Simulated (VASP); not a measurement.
Level of theory: PW91 GGA, VASP's PBE PAW potentials (set 64) (plane waves; VASP 6.6.1).

A VASP calculation is set up with these files.

POSCAR:
```
BaHfO3
1
    4.2003566256    -0.0000000000     0.0000000000
    0.0000000000     4.2003566256     0.0000000000
    0.0000000000    -0.0000000000     4.2003566256
Ba Hf O
1 1 3
Direct
  0.0000000000   0.0000000000   0.0000000000
  0.5000000000   0.5000000000   0.5000000000
  0.5000000000   0.0000000000   0.5000000000
  0.0000000000   0.5000000000   0.5000000000
  0.5000000000   0.5000000000   0.0000000000
```

**INCAR**
```
SYSTEM  =  BaHfO3
PREC  =  Accurate; ENCUT  =  520; LREAL  =  F
LASPH  =  T
EDIFF  =  1E-6; NELM  =  100; ALGO  =  Normal
LMAXMIX  =  6
ISMEAR  =  0; SIGMA  =  0.05
GGA  =  91
IBRION  =  2; NSW  =  60; ISIF  =  3
EDIFFG  =  -0.02
LWAVE  =  F; LCHARG  =  F
```

File KPOINTS:
```
Automatic mesh
0
Gamma
5 5 5
0 0 0
```

POTCAR, in this order: Ba_sv Hf_pv O (PBE.64 set). Program: vasp_std.

Task: What does the run give for the energy per atom (σ→0)?

Result: 
| Item | Result |
|---|---|
| energy per atom (σ→0) | -8.771 eV/atom |

**OSZICAR**
```
...
DAV:   8    -0.438782535733E+02    0.22287E-01   -0.46688E-01   587   0.546E+00    0.510E+00
DAV:   9    -0.438565591348E+02    0.21694E-01   -0.14823E-01   558   0.231E+00    0.156E+00
DAV:  10    -0.438559751412E+02    0.58399E-03   -0.15020E-02   586   0.802E-01    0.718E-01
DAV:  11    -0.438557037198E+02    0.27142E-03   -0.13420E-03   586   0.242E-01    0.185E-01
DAV:  12    -0.438557297632E+02   -0.26043E-04   -0.93487E-05   624   0.656E-02    0.169E-01
DAV:  13    -0.438557341437E+02   -0.43805E-05   -0.19163E-05   580   0.274E-02    0.702E-03
DAV:  14    -0.438557341127E+02    0.31037E-07   -0.63218E-07   419   0.551E-03
   1 F= -.43855734E+02 E0= -.43855734E+02  d E =-.438557E+02
```

The compound is BaHfO3 in the cubic perovskite structure. It was relaxed first. The start is the result of an earlier pass.
